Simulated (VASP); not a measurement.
Input:

```yaml
crystal:
  lattice:
    - [0.00000, 2.32141, 2.32141]
    - [2.32141, 0.00000, 2.32141]
    - [2.32141, 2.32141, 0.00000]
  atoms:
    - { symbol: B, position: [0.00000, 0.00000, 0.00000] }
    - { symbol: As, position: [0.25000, 0.25000, 0.25000] }
```

Level of theory: r2SCAN meta-GGA, VASP's PBE PAW potentials (set 64) (plane waves; VASP). Run with 600 eV cut-off, 10×10×10 Γ-centred mesh, Gaussian smearing of 0.050 eV, potentials B As.

**Question.** Give the stress tensor in GPa (positive for a compressed cell).

**Answer.** 
```
15.67   0.00   0.00
 0.00  15.67   0.00
 0.00   0.00  15.67
```
The pressure is its mean diagonal, 15.67 GPa.

The compound is BAs in the zinc blende structure. This cell was strained or had an atom moved on purpose.
